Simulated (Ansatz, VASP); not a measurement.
# Ni (Nickel) in two plane-wave programs

One calculation is typed for both programs; each brings its own data sets and cutoff. How far apart do they land? The cell is taken from a series of VASP runs on this material, whose earlier steps may have relaxed, scaled or displaced it; both programs get it as it stands.

Method: plane waves, with VASP 6.6.1 beside it; relaxation of cell and atoms at PBEsol with D3(BJ), in Ansatz 0.2.0.

## Step 1: The structure

Symmetry: Fm-3m, No. 225, cubic system. The conventional cell has a = 3.426 Å, b = 3.426 Å, c = 3.426 Å, α = 90.00°, β = 90.00°, γ = 90.00°. Nearest to Ni lie 12 Ni at 2.42 Å.

As a file:

```xyz
1
Lattice="0.0000 1.7131 1.7131 1.7131 0.0000 1.7131 1.7131 1.7131 0.0000" Properties=species:S:1:pos:R:3 pbc="T T T"
Ni    0.0000    0.0000    0.0000
```

## Step 2: VASP: relaxation of cell and atoms, PBEsol with D3(BJ)

The relaxed volume is the usual yardstick between codes: its relative difference is about their pressure difference at one cell divided by the bulk modulus.

Lines of VASP's logs that name or quote its potential files are left out, and so is its time.

File INCAR:

```
SYSTEM = Ni
PREC = Accurate
ENCUT = 450
EDIFF = 1E-06
NELM = 100
ISMEAR = 1
SIGMA = 0.1
LREAL = .FALSE.
ALGO = Normal
GGA = PS
IVDW = 12
NBANDS = 11
ISPIN = 2
MAGMOM = 1
LMAXMIX = 4
LORBIT = 11
LWAVE = .FALSE.
LCHARG = .FALSE.
KPAR = 2
IBRION = 2
NSW = 50
ISIF = 3
EDIFFG = -0.01
```

File POSCAR:

```
Ni
1.0
    0.0000000000      1.7130910446      1.7130910446
    1.7130910446      0.0000000000      1.7130910446
    1.7130910446      1.7130910446      0.0000000000
Ni
1
Direct
    0.0000000000      0.0000000000      0.0000000000
```

File KPOINTS:

```
Automatic mesh
0
Gamma
14 14 14
0 0 0
```

PAW data sets: Ni (PBE family, release 64).

On the command line:

```sh
$ mpirun -np 2 vasp_std
```

Numbers of over 12 decimals in the logs are rounded to 6 here.

Log:

```text
[banner, memory and clock lines left out]
running    2 mpi-ranks, on    1 nodes
 distrk:  each k-point on    1 cores,    2 groups
 distr:  one band on    1 cores,    1 groups

 POSCAR found type information on POSCAR Ni
 POSCAR found :  1 types and       1 ions
|                                                                             |
|               ----> ADVICE to this user running VASP <----                  |
|                                                                             |
|     You enforced a specific xc type in the INCAR file but a different       |
|     [... a line on the potential file left out ...]
|     I HOPE YOU KNOW WHAT YOU ARE DOING!                                     |
|                                                                             |

 LDA part: xc-table for (Slater+PW92), standard interpolation
 POSCAR, INCAR and KPOINTS ok, starting setup
 FFT: planning ... GRIDC
 FFT: planning ... GRID_SOFT
 FFT: planning ... GRID
 WAVECAR not read
 entering main loop
       N       E                     dE             d eps       ncg     rms          rms(c)
DAV:   1     0.255910566503E+02    0.25591E+02   -0.42858E+03  4790   0.108E+03
DAV:   2    -0.653580029169E+01   -0.32127E+02   -0.30402E+02  4762   0.163E+02
DAV:   3    -0.732501449500E+01   -0.78921E+00   -0.77457E+00  5134   0.298E+01
DAV:   4    -0.733135450797E+01   -0.63400E-02   -0.63388E-02  5153   0.236E+00
DAV:   5    -0.733148189627E+01   -0.12739E-03   -0.12738E-03  5223   0.310E-01    0.115E+01
DAV:   6    -0.643790072311E+01    0.89358E+00   -0.15429E+01  5501   0.575E+01    0.577E+00
DAV:   7    -0.614702550909E+01    0.29088E+00   -0.23330E+00  5479   0.208E+01    0.208E+00
DAV:   8    -0.612821210876E+01    0.18813E-01   -0.20640E-02  6356   0.128E+00    0.103E+00
DAV:   9    -0.612562683191E+01    0.25853E-02   -0.11082E-03  6816   0.248E-01    0.313E-01
DAV:  10    -0.612480612258E+01    0.82071E-03   -0.91915E-04  6477   0.210E-01    0.407E-02
DAV:  11    -0.612480916643E+01   -0.30438E-05   -0.11094E-05  5647   0.291E-02    0.226E-02
DAV:  12    -0.612481014904E+01   -0.98260E-06   -0.53877E-06  4703   0.171E-02
   1 F= -.65764952E+01 E0= -.65762995E+01  d E =-.657650E+01  mag=     0.5517
 curvature:   0.00 expect dE= 0.000E+00 dE for cont linesearch  0.000E+00
 trial: gam= 0.00000 g(F)=  0.192E-61 g(S)=  0.142E-06 ort = 0.000E+00 (trialstep = 0.100E+01)
 search vector abs. value=  0.142E-06
 reached required accuracy - stopping structural energy minimisation
```

Parts of OUTCAR (step 2):

```text
ion  position               nearest neighbor table
   1  0.000  0.000  0.000-

  LATTYP: Found a face centered cubic cell.
 ALAT       =     3.4261820892

 Subroutine GETGRP returns: Found 48 space group operations
 (whereof 48 operations were pure point group operations)

The static configuration has the point symmetry O_h .

 Found    104 irreducible k-points:

   k-points           NKPTS =    104   k-points in BZ     NKDIM =    104   number of bands    NBANDS=     11

   dimension x,y,z NGX =    18 NGY =   18 NGZ =   18
   dimension x,y,z NGXF=    36 NGYF=   36 NGZF=   36

   ENCUT  =  450.0 eV  33.07 Ry    5.75 a.u.   4.19  4.19  4.19*2*pi/ulx,y,z

   NELECT =      10.0000    total number of electrons

 k-points in reciprocal lattice and weights: Automatic mesh
   0.00000000  0.00000000  0.00000000       0.000
   0.07142857  0.00000000  0.00000000       0.003
   0.14285714  0.00000000  0.00000000       0.003
   0.21428571  0.00000000  0.00000000       0.003
   0.28571429  0.00000000  0.00000000       0.003
   0.35714286  0.00000000  0.00000000       0.003
   0.42857143  0.00000000  0.00000000       0.003
   0.50000000  0.00000000  0.00000000       0.001
   0.07142857  0.07142857  0.00000000       0.002
[...]
-0.28571429  0.42857143  0.21428571       0.009
  -0.28571429  0.50000000  0.21428571       0.004

 average (electrostatic) potential at core
       1 -80.8601

 E-fermi :  10.3496

 spin component 1
 k-point     1 :       0.0000    0.0000    0.0000
  band No.  band energies     occupation
    ...
      2       7.7539      1.00000
      3       7.7539      1.00000
      4       7.7539      1.00000
      5       9.0510      1.00000
      6       9.0510      1.00000
      7      34.7160      0.00000
      8      39.1818      0.00000
      9      39.1818      0.00000
     10      39.1818      0.00000
     11      42.4026      0.00000

 k-point     2 :       0.0714    0.0000    0.0000
  band No.  band energies     occupation
    ...
      2       7.6949      1.00000
      3       7.8036      1.00000
      4       7.8036      1.00000
      5       9.0298      1.00000
      6       9.0298      1.00000
      7      34.1012      0.00000
      8      36.9865      0.00000
      9      38.7648      0.00000
     10      38.7648      0.00000
     11      43.0315      0.00000

 k-point     3 :       0.1429    0.0000    0.0000
  band No.  band energies     occupation
    ...
      2       7.5466      1.00000
      3       7.9198      1.00000
      4       7.9198      1.00000
      5       8.9975      1.00000
      6       8.9975      1.00000
      7      31.1817      0.00000
      8      35.8030      0.00000
      9      38.0292      0.00000
     10      38.0292      0.00000
     11      43.3572      0.00000

 k-point     4 :       0.2143    0.0000    0.0000
  band No.  band energies     occupation
    ...
      2       7.3986      1.00000
      3       8.0028      1.00000
      4       8.0028      1.00000
      5       9.0489      1.00000
      6       9.0489      1.00000
      7      27.4279      0.00000
      8      35.2420      0.00000
      9      37.3805      0.00000
     10      37.3805      0.00000
     11      43.5608      0.00000

 k-point     5 :       0.2857    0.0000    0.0000
  band No.  band energies     occupation
    ...
      2       7.4327      1.00000
      3       7.9699      1.00000
      4       7.9699      1.00000
      5       9.2501      1.00000
      6       9.2501      1.00000
      7      23.7857      0.00000
      8      34.5384      0.00000
      9      36.8999      0.00000
     10      36.8999      0.00000
     11      41.9821      0.00000

 k-point     6 :       0.3571    0.0000    0.0000
  band No.  band energies     occupation
    ...
      2       7.8703      1.00000
      3       7.8703      1.00000
      4       7.9848      1.00000
      5       9.5200      1.00000
      6       9.5200      1.00000
      7      20.4780      0.00000
      8      33.8393      0.00000
      9      36.5871      0.00000
     10      36.5871      0.00000
     11      40.5244      0.00000

 Edisp (eV)   -0.45169

  Total      -0.00099    -0.00099    -0.00099    -0.00000     0.00000     0.00000
  in kB      -0.15803    -0.15803    -0.15803    -0.00000     0.00000     0.00000
  external pressure =       -0.16 kB  Pullay stress =        0.00 kB

  energy-cutoff  :      450.00
  volume of cell :       10.05
      direct lattice vectors                 reciprocal lattice vectors
     0.000000000  1.713091045  1.713091045    -0.291870068  0.291870068  0.291870068
     1.713091045  0.000000000  1.713091045     0.291870068 -0.291870068  0.291870068
     1.713091045  1.713091045  0.000000000     0.291870068  0.291870068 -0.291870068

 POSITION                                       TOTAL-FORCE (eV/Angst)
 -----------------------------------------------------------------------------------
      0.00000      0.00000      0.00000         0.000000     -0.000000     -0.000000
 -----------------------------------------------------------------------------------
    total drift:                                0.000000     -0.000000      0.000000

  FREE ENERGIE OF THE ION-ELECTRON SYSTEM (eV)
  ---------------------------------------------------
  free  energy   TOTEN  =        -6.5764952426 eV

  energy  without entropy=       -6.5759079442  energy(sigma->0) =       -6.57629948

 reached required accuracy - stopping structural energy minimisation

 total charge
# of ion       s       p       d       tot
------------------------------------------
    1        0.535   0.577   8.354   9.466

 magnetization (x)
# of ion       s       p       d       tot
------------------------------------------
    1       -0.008  -0.026   0.589   0.556

[... 6 further parts left out ...]
```

CONTCAR:

```
Ni
   1.00000000000000
     0.0000000000000000    1.7130910446000001    1.7130910446000001
     1.7130910446000001    0.0000000000000000    1.7130910446000001
     1.7130910446000001    1.7130910446000001    0.0000000000000000
  Ni
     1
Direct
     0.0000000000000000    0.0000000000000000    0.0000000000000000
```

The cell holds one magnetic atom, so no antiferromagnetic order fits into it. Dispersion corrections of this kind ignore metallic screening and tend to overbind metals.

(Part 1 of 2 ends here.)

[Lines on the potential files, build, host, timing and source positions are cut from VASP's logs without a mark.]

[Logs are printed without paths, hosts, clocks, repeated set-up lines and the standing remarks that a program may print on its own settings, such as how far it seeks lower states.]

[Hosts, paths, dates, database ids (printed as entryN), source tags and the programs' standing remarks are cut or masked in the printed files.]
